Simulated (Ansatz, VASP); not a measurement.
# ZnO (zincite): VASP beside Ansatz, part 2 of 2

Wanted: the spread between two codes on one cell, functional and k mesh. The structure shown is the end of the Ansatz relaxation below.

VASP 6.6.1 and Ansatz 0.2.0.

So far. Step 3 (VASP: single point, PBE, pair 1): The run ends at a pressure of 10.09 GPa, with forces up to 6.4e-4 eV/Å.

## (6) VASP: single point, PBE, pair 2

Level of this step: PBE; plane waves and PAW (O, Zn) (VASP).

The same cell, functional, mesh and smearing now go to VASP, with its own data sets.

Input file INCAR:

```
SYSTEM = ZnO
PREC = Accurate
ENCUT = 600
EDIFF = 1E-06
NELM = 120
ISMEAR = 0
SIGMA = 0.02
LREAL = .FALSE.
ALGO = Normal
GGA = PE
NBANDS = 24
LORBIT = 11
LWAVE = .FALSE.
LCHARG = .FALSE.
ISIF = 2
LASPH = .TRUE.
GGA_COMPAT = .FALSE.
EFERMI = MIDGAP
KPAR = 2
```

Input file POSCAR:

```
ZnO
1.0
    3.2359054834      0.0000000000      0.0000000000
   -1.6179527417      2.8023763529      0.0000000000
    0.0000000000      0.0000000000      5.2217006082
O Zn
2 2
Direct
    0.6666666667      0.3333333333      0.3790506323
    0.3333333333      0.6666666667      0.8790506323
    0.3333333333      0.6666666667      0.4999593677
    0.6666666667      0.3333333333      0.9999593677
```

Input file KPOINTS:

```
Automatic mesh
0
Gamma
15 15 10
0 0 0
```

Potentials, in the order of the species: O and Zn (PBE family, release 64).

Launch:

```
$ mpirun -np 2 vasp_std
```

Numbers of over 12 decimals in the logs are rounded to 6 here.

Log:

```text
[... set-up lines as in an earlier step ...]
 entering main loop
       N       E                     dE             d eps       ncg     rms          rms(c)
DAV:   1     0.298284726177E+03    0.29828E+03   -0.20218E+04  7864   0.240E+03
DAV:   2     0.893148034091E+01   -0.28935E+03   -0.27418E+03  8400   0.450E+02
DAV:   3    -0.205681451240E+02   -0.29500E+02   -0.29258E+02  8896   0.147E+02
DAV:   4    -0.210549750260E+02   -0.48683E+00   -0.48648E+00  8960   0.198E+01
[...]
DAV:  12    -0.178177255544E+02   -0.56209E-04   -0.79530E-05  8992   0.111E-01    0.309E-02
DAV:  13    -0.178177212471E+02    0.43073E-05   -0.22220E-05 10664   0.988E-02    0.107E-02
DAV:  14    -0.178177204437E+02    0.80339E-06   -0.90787E-06  9080   0.374E-02
   1 F= -.17817720E+02 E0= -.17817720E+02  d E =-.440033-173
```

From OUTCAR (step 6):

```text
  Total        1.9284384      1.9284384      1.9254723      0.0000000      0.0000000      0.0000000
  in kB       65.2502391     65.2502391     65.1498766      0.0000000      0.0000000      0.0000000
  external PRESSURE =      65.2167849 kB  Pullay stress =       0.0000000 kB

 POSITION                                       TOTAL-FORCE (eV/Angst)
 -----------------------------------------------------------------------------------
      1.61795      0.93413      1.97929        -0.000000     -0.000000     -0.000797
     -0.00000      1.86825      4.59014        -0.000000      0.000000     -0.000797
     -0.00000      1.86825      2.61064        -0.000000      0.000000      0.000797
      1.61795      0.93413      5.22149         0.000000     -0.000000      0.000797
 -----------------------------------------------------------------------------------
    total drift:                               -0.000000      0.000000     -0.001015

  FREE ENERGIE OF THE ION-ELECTRON SYSTEM (eV)
  ---------------------------------------------------
  free  energy   TOTEN  =       -17.8177204437 eV

  energy  without entropy=      -17.8177204437  energy(sigma->0) =      -17.81772044

[... 1 part as in an earlier step ...]

[... 2 further parts left out ...]
[key lines of the parts left out:]
E-fermi :   1.6483
```

The run ends at a pressure of 6.52 GPa, with forces up to 8.0e-4 eV/Å.

## (7) Differences

Both answers:

```csv
quantity,Ansatz,VASP,difference
pressure (GPa),5.77,6.52,-0.75
gap on the k mesh (eV),0.799,0.788,+0.011
```

A gap on the mesh is an upper bound, since the band edges may lie between its points.

## (8) Ansatz: relaxation, PBE

This run makes the geometry at which the two programs are then compared. The cell compared in this pair holds 48.83 Å³, against 47.35 Å³ for the pair before.

The structure compared here is the end of the Ansatz relaxation.

Input file input.yaml:

```yaml
crystal:
  lattice:
    - [3.2696127189, 0.0, 0.0]
    - [-1.6348063594, 2.8315676751, 0.0]
    - [0.0, 0.0, 5.2744230014]
  atoms:
    - { symbol: O, position: [0.6666666667, 0.3333333333, 0.3790545698] }
    - { symbol: O, position: [0.3333333333, 0.6666666667, 0.8790545698] }
    - { symbol: Zn, position: [0.3333333333, 0.6666666667, 0.4999554302] }
    - { symbol: Zn, position: [0.6666666667, 0.3333333333, -4.45698e-05] }
kpoints:
  mp_grid: { grid: [15, 15, 10] }
hamiltonian:
  xc: pbe
  pseudopotentials: { kind: paw, azcp: { folder: soft_1 } }
scf:
  occupations: { method: gaussian, width: 0.02 }
output:
  forces: true
  stress: true
  eigenvalues: true
relax:
  adjacent_minimum: "off"
  f_tol: 0.001
  max_steps: 60
  cell: { stress_tol: 0.01, fix: [volume] }
```

Launch:

```
$ ansatz run input.yaml --threads 4 --pin off --max-ram 16384MiB --backend cpu --events-out ev --progress --plain --runs-dir out
```

Log:

```text
[...]
Crystal: 4 atoms, lattice volume = 48.831 Å³
Basis set: ecut = 420 eV, 977 PW (Γ), exchange–correlation on 48×48×72 points (8 copies of the dense FFT grid, shifted against one another)
Bands: 22, of which v1, the nominal top of the filled ones, is band 18 counted from 1 (17 counted from 0)
Symmetry: 12 space group operations
[...]
k-points: 162 of 2250 (time reversal used)
[...]
cell:  # Å, volume = 48.8313 Å³
    - [3.269019, -2.886229764310069e-11, 0]
    - [-1.634509, 2.831053493339, 0]
    - [0, 0, 5.276339]
  atoms:
    - { symbol: O, position: [0.666667, 0.333333, 0.379029] }
    - { symbol: O, position: [0.333333, 0.666667, 0.879029] }
    - { symbol: Zn, position: [0.333333, 0.666667, 0.499981] }
    - { symbol: Zn, position: [0.666667, 0.333333, -1.8888811955228024e-5] }
[key lines of the parts left out:]
SCF converged after 7 iterations
Free energy (F): -7773.702086 eV
Fermi energy:    7.184709 eV
P = ⅓ Tr σ = 1.3300 GPa (13.300 kbar)
```

## (9) VASP: single point, PBE, pair 3

The same cell, functional, mesh and smearing now go to VASP, with its own data sets.

INCAR is that of step 6.

Input file POSCAR:

```
ZnO
1.0
    3.2690189929      0.0000000000      0.0000000000
   -1.6345094964      2.8310534933      0.0000000000
    0.0000000000      0.0000000000      5.2763390786
O Zn
2 2
Direct
    0.6666666667      0.3333333333      0.3790288888
    0.3333333333      0.6666666667      0.8790288888
    0.3333333333      0.6666666667      0.4999811112
    0.6666666667      0.3333333333      0.9999811112
```

KPOINTS is that of step 6.

Launch:

```
$ mpirun -np 2 vasp_std
```

Log:

```text
[... set-up lines as in an earlier step ...]
 entering main loop
       N       E                     dE             d eps       ncg     rms          rms(c)
DAV:   1     0.303960287535E+03    0.30396E+03   -0.20252E+04  7808   0.239E+03
DAV:   2     0.951565766711E+01   -0.29444E+03   -0.27860E+03  8504   0.451E+02
DAV:   3    -0.205984639215E+02   -0.30114E+02   -0.29862E+02  9016   0.148E+02
DAV:   4    -0.210972025444E+02   -0.49874E+00   -0.49845E+00  8840   0.200E+01
[...]
DAV:  13    -0.178597910990E+02   -0.34677E-05   -0.11511E-05  8736   0.395E-02    0.164E-02
DAV:  14    -0.178597867213E+02    0.43777E-05   -0.11161E-05 11736   0.458E-02    0.196E-03
DAV:  15    -0.178597865901E+02    0.13117E-06   -0.19414E-06  5240   0.145E-02
   1 F= -.17859787E+02 E0= -.17859787E+02  d E =-.206627-154
```

From OUTCAR (step 9):

```text
  Total        0.6261950      0.6261950      0.6228164      0.0000000      0.0000000      0.0000000
  in kB       20.5457492     20.5457492     20.4348950      0.0000000      0.0000000      0.0000000
  external PRESSURE =      20.5087978 kB  Pullay stress =       0.0000000 kB

 POSITION                                       TOTAL-FORCE (eV/Angst)
 -----------------------------------------------------------------------------------
      1.63451      0.94368      1.99988        -0.000000     -0.000000     -0.000155
     -0.00000      1.88737      4.63805         0.000000      0.000000     -0.000155
     -0.00000      1.88737      2.63807        -0.000000      0.000000      0.000155
      1.63451      0.94368      5.27624         0.000000     -0.000000      0.000155
 -----------------------------------------------------------------------------------
    total drift:                                0.000000      0.000001      0.000541

  FREE ENERGIE OF THE ION-ELECTRON SYSTEM (eV)
  ---------------------------------------------------
  free  energy   TOTEN  =       -17.8597865901 eV

  energy  without entropy=      -17.8597865901  energy(sigma->0) =      -17.85978659

[... 1 part as in an earlier step ...]

[... 2 further parts left out ...]
[key lines of the parts left out:]
E-fermi :   1.3488
```

The run ends at a pressure of 2.05 GPa, with forces up to 1.5e-4 eV/Å.

## (10) Differences

The two programs side by side:

```csv
quantity,Ansatz,VASP,difference
pressure (GPa),1.33,2.05,-0.72
gap on the k mesh (eV),0.755,0.743,+0.012
```

A gap on the mesh is an upper bound, since the band edges may lie between its points.

## (11) Results

```json
{
  "difference in gap on the k mesh (single point, PBE, pair 1)": "0.010 eV",
  "difference in pressure (single point, PBE, pair 1)": "-0.92 GPa",
  "difference in gap on the k mesh (single point, PBE, pair 2)": "0.011 eV",
  "difference in pressure (single point, PBE, pair 2)": "-0.75 GPa",
  "difference in gap on the k mesh (single point, PBE, pair 3)": "0.012 eV",
  "difference in pressure (single point, PBE, pair 3)": "-0.72 GPa"
}
```

**Reading.** The difference in pressure is -0.92 GPa (single point, PBE, pair 1), within the 1 GPa picked in this series as the mark of a large difference. 1 further run of this series is not shown here. Such differences can come from data sets, numerical settings and the points named under the comparisons, not from the functional's error against experiment.

[Lines on the potential files, build, host, timing and source positions are cut from VASP's logs without a mark.]

[Logs are printed without paths, hosts, clocks, repeated set-up lines and the standing remarks that a program may print on its own settings, such as how far it seeks lower states.]

[Hosts, paths, dates, database ids (printed as entryN), source tags and the programs' standing remarks are cut or masked in the printed files.]
